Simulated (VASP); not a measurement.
These are PBEsol GGA, VASP's PBE PAW potentials (set 64) (plane waves; VASP) values and carry that method's errors.

The input files of a VASP run:

INCAR:
```
! general
SYSTEM  = Cd
PREC    = Accurate
ENCUT   = 500   ! plane-wave cut-off (eV)
LREAL   = .FALSE.   ! projection in real space or not
LASPH   = .TRUE.

! electronic loop
EDIFF   = 1E-6   ! SCF stop (eV)
NELM    = 100   ! most electronic steps
ALGO    = Normal   ! blocked Davidson
LMAXMIX = 4   ! l cut-off of mixed one-centre charges

! smearing
ISMEAR  = 1   ! Methfessel-Paxton
SIGMA   = 0.1   ! width (eV)

! functional
GGA     = PS

! ions
IBRION  = 2   ! conjugate gradients
NSW     = 40
ISIF    = 3
EDIFFG  = -0.02
PSTRESS = 100   ! kbar

! output
LWAVE   = .FALSE.
LCHARG  = .FALSE.
```

File POSCAR:
```
Cd
1
    1.4559543538    -2.5217873583     0.0000000000
    1.4559543538     2.5217873583     0.0000000000
    0.0000000000     0.0000000000     5.0465123040
Cd
2
Direct
  0.3333330000   0.6666670000   0.2500000000
  0.6666670000   0.3333330000   0.7500000000
```

File KPOINTS:
```
Automatic mesh
0
Gamma
14 14 7
0 0 0
```

POTCAR, in this order: Cd (PBE.64 set). Program: vasp_std.

Output

**OUTCAR**
```
 ion  position               nearest neighbor table
   1  0.333  0.667  0.250-   2 3.03   2 3.03   2 3.03   2 3.03   2 3.03   2 3.03
   2  0.667  0.333  0.750-   1 3.03   1 3.03   1 3.03   1 3.03   1 3.03   1 3.03
  LATTYP: Found a hexagonal cell.
 ALAT       =     2.9119090921
 C/A-ratio  =     1.7330597022
 Subroutine PRICEL returns:
 Original cell was already a primitive cell.
 Subroutine GETGRP returns: Found 24 space group operations
The static configuration has the point symmetry D_3d.
 The point group associated with its full space group is D_6h.
The dynamic configuration has the point symmetry D_3d.
 Subroutine INISYM returns: Found 24 space group operations
 Subroutine IBZKPT returns following result:
 Found     96 irreducible k-points:

 Following reciprocal coordinates:
            Coordinates               Weight
  0.000000  0.000000  0.000000      1.000000
  0.071429  0.000000  0.000000      6.000000
  0.142857  0.000000  0.000000      6.000000
  0.214286  0.000000  0.000000      6.000000
  0.285714 -0.000000  0.000000      6.000000
  0.357143 -0.000000  0.000000      6.000000
  0.428571  0.000000  0.000000      6.000000
  0.500000  0.000000  0.000000      3.000000
  0.071429  0.071429  0.000000      6.000000
  0.142857  0.071429  0.000000     12.000000
  0.214286  0.071429  0.000000     12.000000
  0.285714  0.071429  0.000000     12.000000
  0.357143  0.071429  0.000000     12.000000
  0.428571  0.071429  0.000000     12.000000
  0.142857  0.142857  0.000000      6.000000
  0.214286  0.142857  0.000000     12.000000
  0.285714  0.142857  0.000000     12.000000
  0.357143  0.142857  0.000000     12.000000
  0.428571  0.142857  0.000000      6.000000
  0.214286  0.214286  0.000000      6.000000
  0.285714  0.214286  0.000000     12.000000
  0.357143  0.214286  0.000000     12.000000
...
```

**OSZICAR**
```
       N       E                     dE             d eps       ncg     rms          rms(c)
DAV:   1     0.165697553425E+03    0.16570E+03   -0.13371E+04  3072   0.151E+03
DAV:   2     0.580653512916E+00   -0.16512E+03   -0.16206E+03  3120   0.378E+02
DAV:   3    -0.249215769420E+01   -0.30728E+01   -0.30698E+01  3832   0.620E+01
DAV:   4    -0.249544317268E+01   -0.32855E-02   -0.32854E-02  3592   0.176E+00
DAV:   5    -0.249545160337E+01   -0.84307E-05   -0.84305E-05  3976   0.876E-02    0.676E+00
DAV:   6    -0.228653458551E+01    0.20892E+00   -0.53877E-01  3312   0.104E+01    0.495E+00
DAV:   7    -0.226845366015E+01    0.18081E-01   -0.55478E-02  3680   0.266E+00    0.217E+00
DAV:   8    -0.226621458902E+01    0.22391E-02   -0.54022E-03  3344   0.111E+00    0.132E-01
DAV:   9    -0.226622264472E+01   -0.80557E-05   -0.12152E-05  4088   0.471E-02    0.568E-02
DAV:  10    -0.226624046703E+01   -0.17822E-04   -0.10139E-05  3504   0.387E-02    0.365E-03
DAV:  11    -0.226624044118E+01    0.25856E-07   -0.24724E-07  2072   0.653E-03
   1 F= 0.46713435E-01 E0= 0.46772481E-01  d E =0.467134E-01
```

### OUTCAR
```
------------------------ aborting loop because EDIFF is reached ----------------------------------------
  FORCE on cell =-STRESS in cart. coord.  units (eV):
  Direction    XX          YY          ZZ          XY          YZ          ZX
  --------------------------------------------------------------------------------------
  Total        2.3343328      2.3343336      2.3282702      0.0000000     -0.0000000      0.0000000
  in kB      100.9243112    100.9243468    100.6621974      0.0000000     -0.0000000      0.0000000
  external PRESSURE =       0.8369518 kB  Pullay stress =     100.0000000 kB
  volume of cell :       37.06
      direct lattice vectors                 reciprocal lattice vectors
     1.455954354 -2.521787358  0.000000000     0.343417360 -0.198272070  0.000000000
     1.455954354  2.521787358  0.000000000     0.343417360  0.198272070  0.000000000
     0.000000000  0.000000000  5.046512304     0.000000000  0.000000000  0.198156655
 POSITION                                       TOTAL-FORCE (eV/Angst)
 -----------------------------------------------------------------------------------
      1.45595      0.84060      1.26163        -0.000000     -0.000000      0.000000
      1.45595     -0.84060      3.78488         0.000000      0.000000      0.000000
 -----------------------------------------------------------------------------------
    total drift:                                0.000014      0.000169      0.000002
  FREE ENERGIE OF THE ION-ELECTRON SYSTEM (eV)
  ---------------------------------------------------
  free  energy   TOTEN  =        -2.2662404412 eV

  energy  without entropy=       -2.2660633059  energy(sigma->0) =       -2.26618140
  enthalpy is  TOTEN    =         0.0467134355 eV   P V=        2.3129538766

 reached required accuracy - stopping structural energy minimisation
```
(Selected blocks of OUTCAR.)

### OUTCAR
```
 val. band max:        4.1721299940   @ k =   0.2143   0.1429   0.0000

 cond. band min:       4.2441379510   @ k =   0.3571  -0.0000   0.0000


 Fermi energy:         4.1735749872

 k-point     1 :       0.0000    0.0000    0.0000
  band No.  band energies     occupation
      1      -6.4931      2.00000
      2      -6.2152      2.00000
      3      -5.8023      2.00000
      4      -5.6067      2.00000
      5      -5.6067      2.00000
      6      -5.4975      2.00000
      7      -5.4975      2.00000
      8      -5.0997      2.00000
      9      -5.0997      2.00000
     10      -4.5793      2.00000
     11      -4.5793      2.00000
     12       0.5494      2.00000
     13       2.1398      2.00000
     14      17.8644      0.00000
     15      18.2710      0.00000
     16      19.0406      0.00000

 k-point     2 :       0.0714    0.0000    0.0000
  band No.  band energies     occupation
      1      -6.4340      2.00000
      2      -6.0753      2.00000
      3      -5.8063      2.00000
      4      -5.6037      2.00000
      5      -5.5513      2.00000
      6      -5.5115      2.00000
      7      -5.4456      2.00000
      8      -5.1448      2.00000
      9      -5.1248      2.00000
     10      -4.6775      2.00000
     11      -4.5724      2.00000
     12       0.7970      2.00000
     13       2.2039      2.00000
     14      16.7553      0.00000
     15      17.9641      0.00000
     16      18.0500      0.00000

 k-point     3 :       0.1429    0.0000    0.0000
  band No.  band energies     occupation
      1      -6.3005      2.00000
      2      -5.8362      2.00000
      3      -5.7997      2.00000
      4      -5.5571      2.00000
      5      -5.3933      2.00000
      6      -5.3880      2.00000
      7      -5.2977      2.00000
      8      -5.2936      2.00000
      9      -5.1908      2.00000
     10      -4.8903      2.00000
     11      -4.5574      2.00000
     12       1.4758      2.00000
     13       2.4103      2.00000
...
```

The compound is Cd in the hcp structure. It was relaxed first under an external pressure of 10 GPa.
